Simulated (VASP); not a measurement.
Output of a VASP run:

File OSZICAR:
```
       N       E                     dE             d eps       ncg     rms          rms(c)
DAV:   1     0.134721278643E+03    0.13472E+03   -0.10044E+04  1128   0.157E+03
DAV:   2    -0.373700353871E+01   -0.13846E+03   -0.12444E+03  1300   0.369E+02
DAV:   3    -0.876911595075E+01   -0.50321E+01   -0.50051E+01  1456   0.694E+01
DAV:   4    -0.889669692767E+01   -0.12758E+00   -0.12750E+00  1600   0.107E+01
DAV:   5    -0.890108389248E+01   -0.43870E-02   -0.43868E-02  1492   0.158E+00    0.831E+00
DAV:   6    -0.778640856231E+01    0.11147E+01   -0.37256E+00  1216   0.247E+01    0.792E+00
DAV:   7    -0.777025821043E+01    0.16150E-01   -0.11758E-01  1440   0.365E+00    0.479E+00
DAV:   8    -0.776559011219E+01    0.46681E-02   -0.37262E-02  1336   0.245E+00    0.213E-01
DAV:   9    -0.776601335466E+01   -0.42324E-03   -0.62354E-03  1500   0.742E-01    0.104E-01
DAV:  10    -0.776628513837E+01   -0.27178E-03   -0.11945E-03  1248   0.437E-01    0.681E-02
DAV:  11    -0.776624406492E+01    0.41073E-04   -0.85931E-05  1396   0.120E-01    0.280E-02
DAV:  12    -0.776623903710E+01    0.50278E-05   -0.24190E-05  1440   0.582E-02    0.652E-03
DAV:  13    -0.776623900086E+01    0.36242E-07   -0.44293E-06  1468   0.228E-02
   1 F= -.28753614E+01 E0= -.28753614E+01  d E =-.287536E+01
```

OUTCAR:
```
------------------------ aborting loop because EDIFF is reached ----------------------------------------
  FORCE on cell =-STRESS in cart. coord.  units (eV):
  Direction    XX          YY          ZZ          XY          YZ          ZX
  --------------------------------------------------------------------------------------
  Total        4.8809971      4.8809971      4.8809971     -0.0000000      0.0000000      0.0000000
  in kB      299.3939454    299.3939454    299.3939454     -0.0000000      0.0000000      0.0000000
  external PRESSURE =      -0.6060546 kB  Pullay stress =     300.0000000 kB
  volume of cell :       26.12
      direct lattice vectors                 reciprocal lattice vectors
     0.000000000  2.354951903  2.354951903    -0.212318561  0.212318561  0.212318561
     2.354951903  0.000000000  2.354951903     0.212318561 -0.212318561  0.212318561
     2.354951903  2.354951903  0.000000000     0.212318561  0.212318561 -0.212318561
  FREE ENERGIE OF THE ION-ELECTRON SYSTEM (eV)
  ---------------------------------------------------
  free  energy   TOTEN  =        -7.7662390009 eV

  energy  without entropy=       -7.7662390009  energy(sigma->0) =       -7.76623900
  enthalpy is  TOTEN    =        -2.8753614187 eV   P V=        4.8908775821

 reached required accuracy - stopping structural energy minimisation
```
(Selected blocks of OUTCAR.)

POSCAR:
```
KF
1
   -0.0000000000     2.3549519026     2.3549519026
    2.3549519026    -0.0000000000     2.3549519026
    2.3549519026     2.3549519026     0.0000000000
K F
1 1
Direct
  0.0000000000   0.0000000000   0.0000000000
  0.5000000000   0.5000000000   0.5000000000
```

Reconstruct the remaining input files.

One answer among several that fit: the input of the run itself, PBEsol GGA, plane waves, VASP's PBE PAW potentials (set 64).

INCAR:
```
! general
SYSTEM  = KF
PREC    = Accurate
ENCUT   = 620
LREAL   = .False.
LASPH   = .True.

! electronic loop
EDIFF   = 1E-6
NELM    = 100
ALGO    = Normal

! smearing
ISMEAR  = 0
SIGMA   = 0.05

! functional
GGA     = PS

! ions
IBRION  = 2
NSW     = 40
ISIF    = 3
EDIFFG  = -0.02
PSTRESS = 300

! output
LWAVE   = .False.
LCHARG  = .False.
```

**KPOINTS**
```
Automatic mesh
0
Gamma
10 10 10
0 0 0
```

POTCAR, in this order: K_sv F (PBE.64 set). Program: vasp_std.

The compound is KF in the rock salt structure. It was relaxed first under an external pressure of 30 GPa.
